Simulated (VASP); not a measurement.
**GeS2 (relaxed from the CdCl2 structure, space group R-3m): computed properties**

All values below come from PBEsol GGA, VASP's PBE PAW potentials (set 64) (plane waves; VASP).

space group: R-3m (166)
cell: a = b = 3.397 Å, c = 18.322 Å, α = β = 90.00°, γ = 120.00°
volume per atom: 20.35 Å³/atom
band gap (over mesh and band path): 0.36 eV
smallest direct gap (over mesh and band path): 0.78 eV
density: 3.72 g/cm³

Space group R-3m, hexagonal axes (No. 166); a = b = 3.3972 Å, c = 18.3225 Å, α = β = 90.00°, γ = 120.00°

```json
[
 {"atom": "Ge", "site": "3a", "symmetry": "-3m", "x": "0.0000", "y": "0.0000", "z": "0.0000"},
 {"atom": "S", "site": "6c", "symmetry": "3m", "x": "0.0000", "y": "0.0000", "z": "0.2576"}
]
```
(The calculation used a cell of 3 atoms; values per cell refer to that cell.)

The structure was generated: GeS2 was put into the CdCl2 type (R-3m), which need not be its known phase. It was relaxed first, which changed the volume by +11 %. Symmetry was kept, so distortions that lower it aren't found.
